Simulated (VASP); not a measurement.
Method: PBEsol GGA, VASP's PBE PAW potentials (set 64) (plane waves; VASP).

Input for VASP

INCAR:
```
ALGO = Normal
EDIFF = 1E-7
ENCUT = 400
GGA = PS
ISIF = 2
ISMEAR = -5
LASPH = .TRUE.
LCHARG = .TRUE.
LEFG = .TRUE.
LMAXMIX = 4
LORBIT = 11
LREAL = .FALSE.
LWAVE = .FALSE.
NEDOS = 601
NELM = 100
PREC = Accurate
SYSTEM = CoSi
```

### POSCAR
```
CoSi
4.3848060
  0.9999999093   0.0000000000   0.0000000000
  0.0000000000   0.9999999093   0.0000000000
  0.0000000000   0.0000000000   0.9999999093
Co Si
4 4
Cartesian
  0.8544599664   0.6455398976   0.3544600118
  0.3544600118   0.8544599664   0.6455398976
  0.1455399429   0.1455399429   0.1455399429
  0.6455398976   0.3544600118   0.8544599664
  0.1566781702   0.3433217845   0.6566781249
  0.6566781249   0.1566781702   0.3433217845
  0.8433217391   0.8433217391   0.8433217391
  0.3433217845   0.6566781249   0.1566781702
```

File KPOINTS:
```
Automatic mesh
0
G
8 8 8
0 0 0
```

POTCAR, in this order: Co Si (PBE.64 set). Program: vasp_std.

Output

OSZICAR:
```
       N       E                     dE             d eps       ncg     rms          rms(c)
DAV:   1     0.314136371309E+03    0.31414E+03   -0.18867E+04  2790   0.158E+03
DAV:   2    -0.369256324417E+02   -0.35106E+03   -0.34213E+03  2790   0.376E+02
DAV:   3    -0.650739575459E+02   -0.28148E+02   -0.27418E+02  3265   0.125E+02
DAV:   4    -0.664284797039E+02   -0.13545E+01   -0.13452E+01  3622   0.263E+01
DAV:   5    -0.664871300474E+02   -0.58650E-01   -0.58642E-01  4001   0.475E+00    0.299E+01
DAV:   6    -0.722763722621E+02   -0.57892E+01   -0.19840E+02  3985   0.161E+02    0.271E+01
DAV:   7    -0.597954140754E+02    0.12481E+02   -0.74428E+01  3825   0.114E+02    0.824E+00
DAV:   8    -0.599324568827E+02   -0.13704E+00   -0.43468E+00  3254   0.125E+01    0.296E+00
DAV:   9    -0.598363362922E+02    0.96121E-01   -0.35494E-01  4368   0.669E+00    0.112E+00
DAV:  10    -0.598296437080E+02    0.66926E-02   -0.18370E-02  3883   0.961E-01    0.299E-01
DAV:  11    -0.598286646420E+02    0.97907E-03   -0.33803E-03  4629   0.553E-01    0.969E-02
DAV:  12    -0.598286319624E+02    0.32680E-04   -0.23566E-04  3601   0.154E-01    0.278E-02
DAV:  13    -0.598286301128E+02    0.18496E-05   -0.67229E-05  4484   0.592E-02    0.309E-02
DAV:  14    -0.598286277367E+02    0.23761E-05   -0.12273E-05  4240   0.280E-02    0.842E-03
DAV:  15    -0.598286283821E+02   -0.64542E-06   -0.18824E-06  4484   0.112E-02    0.117E-03
DAV:  16    -0.598286283745E+02    0.75615E-08   -0.56760E-08  1976   0.250E-03
   1 F= -.59828628E+02 E0= -.59828628E+02  d E =0.000000E+00
```

**OUTCAR**
```
------------------------ aborting loop because EDIFF is reached ----------------------------------------
  FORCE on cell =-STRESS in cart. coord.  units (eV):
  Direction    XX          YY          ZZ          XY          YZ          ZX
  --------------------------------------------------------------------------------------
  Total        0.0240331      0.0240331      0.0240331      0.0000000     -0.0000000     -0.0000000
  in kB        0.4567403      0.4567403      0.4567403      0.0000000     -0.0000000     -0.0000000
  external PRESSURE =       0.4567403 kB  Pullay stress =       0.0000000 kB
  volume of cell :       84.30
      direct lattice vectors                 reciprocal lattice vectors
     4.384805603  0.000000000  0.000000000     0.228060281  0.000000000  0.000000000
     0.000000000  4.384805603  0.000000000     0.000000000  0.228060281  0.000000000
     0.000000000  0.000000000  4.384805603     0.000000000  0.000000000  0.228060281
 POSITION                                       TOTAL-FORCE (eV/Angst)
 -----------------------------------------------------------------------------------
      3.74664      2.83057      1.55424        -0.010397      0.010397     -0.010397
      1.55424      3.74664      2.83057        -0.010397     -0.010397      0.010397
      0.63816      0.63816      0.63816         0.010397      0.010397      0.010397
      2.83057      1.55424      3.74664         0.010397     -0.010397     -0.010397
      0.68700      1.50540      2.87941        -0.001678      0.001678     -0.001678
      2.87941      0.68700      1.50540        -0.001678     -0.001678      0.001678
      3.69780      3.69780      3.69780         0.001678      0.001678      0.001678
      1.50540      2.87941      0.68700         0.001678     -0.001678     -0.001678
 -----------------------------------------------------------------------------------
    total drift:                                0.000000     -0.000000      0.000000
  FREE ENERGIE OF THE ION-ELECTRON SYSTEM (eV)
  ---------------------------------------------------
  free  energy   TOTEN  =       -59.8286283745 eV

  energy  without entropy=      -59.8286283745  energy(sigma->0) =      -59.82862837

 total charge

# of ion       s       p       d       tot
------------------------------------------
    1        0.453   0.654   7.596   8.703
    2        0.453   0.654   7.596   8.703
    3        0.453   0.654   7.596   8.703
    4        0.453   0.654   7.596   8.703
    5        0.725   0.903   0.000   1.628
    6        0.725   0.903   0.000   1.628
    7        0.725   0.903   0.000   1.628
    8        0.725   0.903   0.000   1.628
--------------------------------------------------
tot          4.709   6.228  30.384  41.322
```
(Selected blocks of OUTCAR.)

For a metal the tetrahedron method with Blöchl corrections gives inexact stress and forces.

The compound is CoSi in the B20 structure. It was relaxed first. The run is not spin-polarised, so no magnetic state was tried.
